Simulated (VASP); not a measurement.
Set up this calculation in VASP 6.6.1, as the native input.

* Task: relaxation of cell and atoms
* Functional: r2SCAN
* Dispersion: rVV10
* Potentials or basis: VASP PAW PBE potentials, release 64 (Ga_d, P)
* Cutoff: 600 eV
* k mesh: 10 × 10 × 10
* Occupations: gaussian, width 0.02 eV
* Spin: no spin polarisation
* Further INCAR settings: ALGO = Normal; EDIFF = 1e-06; IBRION = 2; EDIFFG = -0.005; NSW = 40; ISIF = 3

The structure of GaP lies in POSCAR:

```
GaP
1.0
    0.0000000000      2.7200000000      2.7200000000
    2.7200000000      0.0000000000      2.7200000000
    2.7200000000      2.7200000000      0.0000000000
Ga P
1 1
Direct
    0.0000000000      0.0000000000      0.0000000000
    0.2500000000      0.2500000000      0.2500000000
```

The cell was built by a generator and needn't be a form met in nature.

These files were run (other wordings do the same):

INCAR

```
ALGO = Normal ; BPARAM = 11.95
CPARAM = 0.0093 ; EDIFF = 1E-6
EDIFFG = -0.005 ; ENCUT = 600
IBRION = 2 ; ISIF = 3
ISMEAR = 0 ; IVDW_NL = 2
LASPH = True ; LCHARG = False
LMIXTAU = True ; LREAL = False
LUSE_VDW = True ; LWAVE = False
METAGGA = R2SCAN ; NELM = 120
NSW = 40 ; PREC = Accurate
SIGMA = 0.02
```

KPOINTS

```
k-points
0
Gamma
  10 10 10
```

Potentials or basis: VASP PAW PBE potentials, release 64 (Ga_d, P).

Run with:

```sh
$ cat potpaw_PBE.64/Ga_d/POTCAR potpaw_PBE.64/P/POTCAR > POTCAR
$ mpirun -np 1 vasp_std > vasp.out
```

It gave:

```json
{"Relaxed volume": "20.06 Å³/atom", "Relaxed cell": "a = 3.843 Å, b = 3.843 Å, c = 3.843 Å, α = 60.00°, β = 60.00°, γ = 60.00°", "Space group after relaxing (to 0.05 Å)": "F-43m (No. 216)", "Energy gained by relaxing": "0.1 meV/atom", "Ionic steps": "8", "Pressure after relaxing": "0.0 GPa", "Band gap on the k mesh": "1.80 eV, indirect (least direct gap 2.40 eV)"}
```

Caveat: the PAW data sets were made with another functional, which shifts forces and pressure a little.

It took 5.2 min on 1 thread of Intel(R) Xeon(R) 6975P-C (Granite Rapids) (shared host), peak memory 0.34 GiB.
